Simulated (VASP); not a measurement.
Calculation: PW91 GGA, VASP's PBE PAW potentials (set 64) (plane waves; VASP).

VASP ran on this input.

INCAR:
```
SYSTEM = BaZrO3
PREC = Accurate
ENCUT = 520
EDIFF = 1E-6
NELM = 100
ALGO = Normal
LREAL = .FALSE.
LASPH = .TRUE.
ISMEAR = 0
SIGMA = 0.05
GGA = 91
LMAXMIX = 4
LWAVE = .FALSE.
LCHARG = .FALSE.
IBRION = 2
ISIF = 3
NSW = 60
EDIFFG = -0.02
```

POSCAR:
```
BaZrO3
1
    4.2344419383     0.0000000000     0.0000000000
    0.0000000000     4.2344419383    -0.0000000000
    0.0000000000     0.0000000000     4.2344419383
Ba Zr O
1 1 3
Direct
  0.0000000000   0.0000000000   0.0000000000
  0.5000000000   0.5000000000   0.5000000000
  0.5000000000   0.0000000000   0.5000000000
  0.0000000000   0.5000000000   0.5000000000
  0.5000000000   0.5000000000   0.0000000000
```

KPOINTS:
```
Regular mesh
0
Gamma
 5 5 5
0 0 0
```

POTCAR, in this order: Ba_sv Zr_sv O (PBE.64 set). Program: vasp_std.

What will the output report for the number of irreducible k-points (NKPTS), largest plane-wave count, number of space-group operations, FFT grid (NGX, NGY, NGZ)?

```
Quantity                                      Result
--------------------------------------  ------------
number of irreducible k-points (NKPTS)            10
largest plane-wave count                        2060
number of space-group operations                  48
FFT grid (NGX, NGY, NGZ)                32 × 32 × 32
```

The compound is BaZrO3 in the cubic perovskite structure. It was relaxed first. The start is the result of an earlier pass.
